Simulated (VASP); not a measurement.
Data:

```
CSi
1.0
    0.00000     2.20826     2.20826
    2.20826     0.00000     2.20826
    2.20826     2.20826     0.00000
Si C
1 1
Cartesian
  0.00000   0.00000   0.00000
  1.10413   1.10413   1.10413
```

The numbers are results of LDA (Ceperley-Alder, Perdew-Zunger), VASP's LDA PAW potentials (set 64) (plane waves; VASP 6.6.1), not measurements. Settings: 520 eV cut-off, 10×10×10 Γ-centred mesh, Gaussian smearing of 0.050 eV, potentials Si C.

Give the stress tensor in GPa (positive for a compressed cell).

```
-11.90    0.00    0.00
  0.00  -11.90    0.00
  0.00    0.00  -11.90
```
The pressure is its mean diagonal, -11.90 GPa.

The compound is SiC in the zinc blende structure. This cell is one point of a volume scan, at 1.06 of the reference volume.
